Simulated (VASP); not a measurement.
Wanted: the native input for a VASP 6.6.1 run.

| Quantity | Value |
| --- | --- |
| Task | relaxation of cell and atoms |
| Functional | PBE |
| Potentials or basis | VASP PAW PBE potentials, release 64 (Cs_sv, I) |
| Cutoff | 600 eV |
| k mesh | 2 × 2 × 2 |
| Occupations | gaussian, width 0.1 eV |
| Spin | no spin polarisation |
| Dipole correction | no |
| Further INCAR settings | ALGO = Normal; EDIFF = 1e-07; IBRION = 2; EDIFFG = -0.04; NSW = 90; ISIF = 3 |

The structure of Cs3I2 lies in POSCAR:

```
Cs3I2
1.0
    5.3737002400      3.1025072800      4.3876078700
   -5.3737002400      3.1025072800      4.3876078700
    0.0000000000     -6.2050145600      4.3876078700
Cs I
3 2
Direct
    0.0000000000      0.5000000000      0.0000000000
    0.5000000000      0.0000000000      0.0000000000
    0.0000000000      0.0000000000      0.5000000000
    0.7500000000      0.7500000000      0.7500000000
    0.2500000000      0.2500000000      0.2500000000
```

The cell was built by a generator and needn't be a form met in nature.

The cell isn't the ideal one: ordered vacancies on the cation sites of cuprite (R-3m, No. 166).

These files were run (other wordings do the same):

INCAR

```
SYSTEM = Cs3I2
PREC     = Accurate       ! precision mode
ENCUT    = 600            ! plane-wave cutoff, eV
EDIFF    = 1E-7           ! SCF threshold, eV
ISMEAR   = 0              ! smearing method
SIGMA    = 0.1            ! smearing width, eV
LREAL    = .FALSE.        ! projectors in reciprocal space
LASPH    = .TRUE.         ! aspherical terms in the spheres
NELM     = 100            ! most SCF steps
ALGO     = Normal         ! electronic algorithm
ISIF     = 3              ! what is computed and relaxed
LWAVE    = .FALSE.        ! write WAVECAR
LCHARG   = .FALSE.        ! write CHGCAR
GGA      = PE             ! functional
IBRION   = 2              ! ionic algorithm
NSW      = 90             ! ionic steps
EDIFFG   = -0.04          ! ionic threshold
```

KPOINTS

```
Automatic mesh
0
G
  2 2 2
  0 0 0
```

Potentials or basis: VASP PAW PBE potentials, release 64 (Cs_sv, I).

The run is started by

```sh
$ cat potpaw_PBE.64/Cs_sv/POTCAR potpaw_PBE.64/I/POTCAR > POTCAR
$ mpirun -np 1 vasp_std > vasp.out
```

It gave:

| Property | Result |
| --- | --- |
| Relaxed volume | 70.97 Å³/atom |
| Relaxed cell | a = 7.157 Å, b = 7.157 Å, c = 7.157 Å, α = 81.16°, β = 81.16°, γ = 81.16° |
| Space group after relaxing (to 0.05 Å) | R-3m (No. 166) |
| Energy gained by relaxing | 233.7 meV/atom |
| Ionic steps | 28 |
| Pressure after relaxing | 0.1 GPa |
| Largest force after relaxing | 0.022 eV/Å |
| Band gap on the k mesh | none (metal or under the smearing width) |

Caveat: the k mesh is coarse (spacing up to 0.41 Å⁻¹), so the values aren't converged; the volume moved by over 15 % at a fixed basis, so the end points are rough; an odd number of electrons without spin polarisation forces a metal; a magnetic or distorted state may lie lower.

It took 24 min on 1 thread of Intel(R) Xeon(R) Platinum 8488C (Sapphire Rapids) (shared host), peak memory 0.64 GiB.
